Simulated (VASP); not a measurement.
Consider the following.

```yaml
crystal:
  lattice:
    - [1.79855, -3.11517, 0.00000]
    - [1.79855, 3.11517, 0.00000]
    - [0.00000, 0.00000, 5.48304]
  atoms:
    - { symbol: Dy, position: [0.33333, 0.66667, 0.25000] }
    - { symbol: Dy, position: [0.66667, 0.33333, 0.75000] }
```

These are SCAN meta-GGA, VASP's PBE PAW potentials (set 64) (plane waves; VASP) values and carry that method's errors. Numerical set-up: 520 eV cut-off, 13×13×8 Γ-centred mesh, tetrahedra with Blöchl corrections, potentials Dy_3.

The 4f electrons are frozen in the core of the lanthanide potential, so 4f levels, which can set the real gap, and their magnetism are missing.

### Question
Estimate the energy per atom (σ→0), band gap (over mesh and band path) with the smallest direct gap where there is one.

### Answer

| Property | Result |
|---|---|
| band gap (over mesh and band path) | none (metal, semimetal or under 0.01 eV) |
| energy per atom (σ→0) | -47.824 eV/atom |

The compound is Dy in the hcp structure. It was relaxed first.
